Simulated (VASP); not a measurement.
# HfB (Fm-3m) in VASP: notebook, part 2 of 2

VASP 6.6.1. Earlier steps stand in the parts before.

## (3) Electric field gradients, PBE (volume scaled by 0.95, crystal datasets)

INCAR reads:

```
  PREC = Accurate
  ENCUT = 520
  EDIFF = 1E-8
  ISMEAR = -1
  SIGMA = 0.05
  LREAL = F
  LASPH = T
  NELM = 100
  ALGO = Normal
  ISIF = 2
  LWAVE = F
  LCHARG = F
  GGA = PE
  LEFG = T
  NBANDS = 14
```

KPOINTS reads:

```
regular mesh
0
Gamma
  15 15 15
```

POSCAR reads:

```
HfB
1.0
    0.0000000000      2.2708398925      2.2708398925
    2.2708398925      0.0000000000      2.2708398925
    2.2708398925      2.2708398925      0.0000000000
Hf B
1 1
Direct
    0.5000000000      0.5000000000      0.5000000000
    0.0000000000      0.0000000000      0.0000000000
```

Potentials or basis: VASP PAW PBE potentials, release 64 (Hf_pv, B).

The run is started by

```console
$ cat potpaw_PBE.64/Hf_pv/POTCAR potpaw_PBE.64/B/POTCAR > POTCAR
$ mpirun -np 1 vasp_std > vasp.out
```

OUTCAR:

```text
PREC = Accurate
   ENCUT = 520
   EDIFF = 1E-8
   ISMEAR = -1
   LREAL = F
   LASPH = T
   NELM = 100
   ISIF = 2
   GGA = PE

 ion  position               nearest neighbor table
   1  0.500  0.500  0.500-   2 2.27   2 2.27   2 2.27   2 2.27   2 2.27   2 2.27
   2  0.000  0.000  0.000-   1 2.27   1 2.27   1 2.27   1 2.27   1 2.27   1 2.27

  LATTYP: Found a face centered cubic cell.
 ALAT       =     4.5416797850

  Lattice vectors:

 A1 = (   0.0000000000,   2.2708398925,   2.2708398925)
 A2 = (   2.2708398925,   0.0000000000,   2.2708398925)
 A3 = (   2.2708398925,   2.2708398925,   0.0000000000)

Analysis of symmetry for initial positions (statically):
=====================================================================
 Subroutine PRICEL returns:
 Original cell was already a primitive cell.

 Routine SETGRP: Setting up the symmetry group for a
 face centered cubic supercell.

 Subroutine GETGRP returns: Found 48 space group operations
 (whereof 48 operations were pure point group operations)
 out of a pool of 48 trial point group operations.

The static configuration has the point symmetry O_h .

Analysis of symmetry for dynamics (positions and initial velocities):
=====================================================================
 Subroutine PRICEL returns:
 Original cell was already a primitive cell.

 Routine SETGRP: Setting up the symmetry group for a
 face centered cubic supercell.

 Subroutine GETGRP returns: Found 48 space group operations
 (whereof 48 operations were pure point group operations)
 out of a pool of 48 trial point group operations.

The dynamic configuration has the point symmetry O_h .

 Subroutine INISYM returns: Found 48 space group operations
[... 167 lines left out ...]
     14      19.2789      0.00000
[... 377 lines left out ...]
      1     -22.8143      2.00000
      2     -22.6401      2.00000
      3     -22.6304      2.00000
      4      -3.1114      2.00000
      5       4.9581      1.99994
      6       6.1328      0.00000
      7       6.8868      0.00000
      8       7.5127      0.00000
      9      10.1931      0.00000
     10      11.5735      0.00000
     11      12.2226      0.00000
     12      15.1958      0.00000
     13      20.0893      0.00000
     14      20.5417      0.00000

 [... further k-points ...]
[... 5 lines left out ...]
  --------------------------------------------------------------------------------------
  -------------------------------------------------------------------------------------
  Total        6.8218205      6.8218205      6.8218205      0.0000000     -0.0000000      0.0000000
  in kB      466.6823029    466.6823029    466.6823029      0.0000000     -0.0000000      0.0000000
  external PRESSURE =     466.6823029 kB  Pullay stress =       0.0000000 kB

 VOLUME and BASIS-vectors are now :
 -----------------------------------------------------------------------------
  energy-cutoff  :      520.00
  volume of cell :       23.42
      direct lattice vectors                 reciprocal lattice vectors
     0.000000000  2.270839893  2.270839893    -0.220182850  0.220182850  0.220182850
     2.270839893  0.000000000  2.270839893     0.220182850 -0.220182850  0.220182850
     2.270839893  2.270839893  0.000000000     0.220182850  0.220182850 -0.220182850

 POSITION                                       TOTAL-FORCE (eV/Angst)
 -----------------------------------------------------------------------------------
      2.27084      2.27084      2.27084        -0.000000     -0.000000      0.000000
      0.00000      0.00000      0.00000         0.000000      0.000000     -0.000000
 -----------------------------------------------------------------------------------
    total drift:                               -0.000000     -0.000000      0.000000

  FREE ENERGIE OF THE ION-ELECTRON SYSTEM (eV)
  ---------------------------------------------------
  free  energy   TOTEN  =       -16.8598076758 eV

  energy  without entropy=      -16.8519146524  energy(sigma->0) =      -16.85586116

 Electric field gradients (V/A^2)
---------------------------------------------------------------------
 ion       V_xx      V_yy      V_zz      V_xy      V_xz      V_yz
---------------------------------------------------------------------
   1       0.000    -0.000     0.000    -0.000    -0.000    -0.000
   2      -0.000    -0.000     0.000     0.000     0.000     0.000
---------------------------------------------------------------------

 Electric field gradients after diagonalization (V/A^2)
 (convention: |V_zz| > |V_xx| > |V_yy|)
----------------------------------------------------------------------
 ion       V_xx      V_yy      V_zz     asymmetry (V_yy - V_xx)/ V_zz
----------------------------------------------------------------------
   1       0.000     0.000    -0.001       0.000
   2      -0.000    -0.000     0.000       0.000
----------------------------------------------------------------------

           NMR quadrupolar parameters

 Cq : quadrupolar parameter    Cq=e*Q*V_zz/h
 eta: asymmetry parameters     (V_yy - V_xx)/ V_zz
 Q  : nuclear electric quadrupole moment in mb (millibarn)
----------------------------------------------------------------------
 ion       Cq(MHz)       eta       Q (mb)
----------------------------------------------------------------------
   1      -0.000       0.000       1.000
   2       0.000       0.000       1.000
----------------------------------------------------------------------
```

OSZICAR:

```text
N       E                     dE             d eps       ncg     rms          rms(c)
DAV:   1     0.225061348205E+02    0.22506E+02   -0.70206E+03  3368   0.879E+02
DAV:   2    -0.175066905182E+02   -0.40013E+02   -0.37968E+02  4210   0.196E+02
DAV:   3    -0.184646051083E+02   -0.95791E+00   -0.95297E+00  4218   0.208E+01
DAV:   4    -0.184675356915E+02   -0.29306E-02   -0.29304E-02  3870   0.142E+00
DAV:   5    -0.184675497277E+02   -0.14036E-04   -0.14036E-04  4264   0.867E-02    0.722E+01
DAV:   6    -0.169252688575E+02    0.15423E+01   -0.24183E+00  4110   0.983E+00    0.453E+01
DAV:   7    -0.169050025551E+02    0.20266E-01   -0.10611E+00  4386   0.613E+00    0.863E+00
DAV:   8    -0.168593863824E+02    0.45616E-01   -0.13613E-01  3774   0.235E+00    0.828E-01
DAV:   9    -0.168598121921E+02   -0.42581E-03   -0.54780E-03  4320   0.556E-01    0.139E-01
DAV:  10    -0.168598073235E+02    0.48686E-05   -0.75887E-05  3798   0.584E-02    0.873E-02
DAV:  11    -0.168598079454E+02   -0.62198E-06   -0.96313E-06  4098   0.215E-02    0.126E-02
DAV:  12    -0.168598077555E+02    0.18990E-06   -0.31034E-07  4218   0.467E-03    0.720E-03
DAV:  13    -0.168598076281E+02    0.12749E-06   -0.45688E-08  4062   0.168E-03    0.422E-03
DAV:  14    -0.168598076740E+02   -0.45942E-07   -0.12022E-08  3388   0.834E-04    0.117E-04
DAV:  15    -0.168598076758E+02   -0.18240E-08   -0.10987E-09  2028   0.266E-04
   1 F= -.16859808E+02 E0= -.16855861E+02  d E =-.789302E-02
```

It took 12 s on 1 thread of Intel Xeon 6975P-C (Granite Rapids), shared host; peak memory 0.17 GiB.

Results:

```yaml
Free_energy: -16.8598 eV
Pressure: 46.7 GPa
Band_gap_on_the_k_mesh: none (metal or under the smearing width)
```

Electric field gradients, principal values (V/Å²):
```tsv
atom	Vxx	Vyy	Vzz
1 Hf	0.000	0.000	-0.001
2 B	0.000	0.000	0.000
```

Caveat: so large a pressure means that the cell lies far from this level's equilibrium, or that cutoff or potentials fall short.
